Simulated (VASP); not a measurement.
Consider the following.

```
Pt3Ti
1.0
    3.87390     0.00000     0.00000
    0.00000     3.87390     0.00000
    0.00000     0.00000     3.87390
Ti Pt
1 3
Direct
  0.00000   0.00000   0.00000
  0.50000   0.50000   0.00000
  0.00000   0.50000   0.50000
  0.50000   0.00000   0.50000
```

The numbers are results of PBE GGA, VASP's PBE PAW potentials (set 64) (plane waves; VASP), not measurements. Numerical set-up: 300 eV cut-off, 7×7×7 Γ-centred mesh, Gaussian smearing of 0.27 eV, potentials Ti_sv Pt.

**Question.** Give the energies of bands 11 to 24 at the high-symmetry points, in eV from the Fermi level.

**Answer.** 
```csv
band,Γ,X,M,R
11,-6.91,-5.18,-4.94,-4.60
12,-3.69,-4.78,-4.94,-3.72
13,-3.69,-4.49,-4.47,-3.72
14,-3.69,-4.49,-4.47,-3.72
15,-1.70,-3.65,-4.22,-3.09
16,-1.70,-3.19,-3.26,-3.09
17,-0.50,-2.71,-3.19,-1.03
18,0.09,-2.71,-3.19,-0.70
19,0.09,-2.65,-2.48,-0.70
20,0.09,-1.38,-2.33,-0.70
21,1.50,-0.17,-2.30,-0.42
22,1.50,-0.17,0.27,-0.42
23,1.61,0.09,0.27,-0.42
24,1.61,0.53,0.43,1.29
```

It has no gap at this level: it comes out as a metal or semimetal.

The structure comes from a computed database's TiPt3 entry; how it stands against other phases isn't given here. The cell was not relaxed at this level.
